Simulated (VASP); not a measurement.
```xyz
4
Lattice="5.3427 0.0000 0.0000 0.0000 5.3427 0.0000 0.0000 0.0000 5.3427" Properties=species:S:1:pos:R:3 pbc="T T T"
Pr     0.0000     0.0000     0.0000
Cl     2.6713     0.0000     0.0000
Cl     0.0000     0.0000     2.6713
Cl     0.0000     2.6713     0.0000
```

All values below come from PBE GGA, VASP's PBE PAW potentials (set 64) (plane waves; VASP). Settings: 400 eV cut-off, 4×4×4 Γ-centred mesh, Gaussian smearing of 0.050 eV, potentials Pr_3 Cl.

The 4f electrons are frozen in the core of the lanthanide potential, so 4f levels, which can set the real gap, and their magnetism are missing.

**Question.** What does the run give for the energy per atom (σ→0), pressure, band gap (on the k-mesh) with the smallest direct gap where there is one?

**Answer.** 
```
Quantity                                      Value
-----------------------------------  --------------
band gap (on the k-mesh)                    4.13 eV
smallest direct gap (on the k-mesh)         4.55 eV
energy per atom (σ→0)                -4.734 eV/atom
pressure                                   4.30 GPa
```

The absolute energy has meaning only against runs of the same code, potentials and settings.

The structure was generated: PrCl3 was put into the ReO3 type (Pm-3m), which need not be its known phase. The cell was not relaxed at this level.
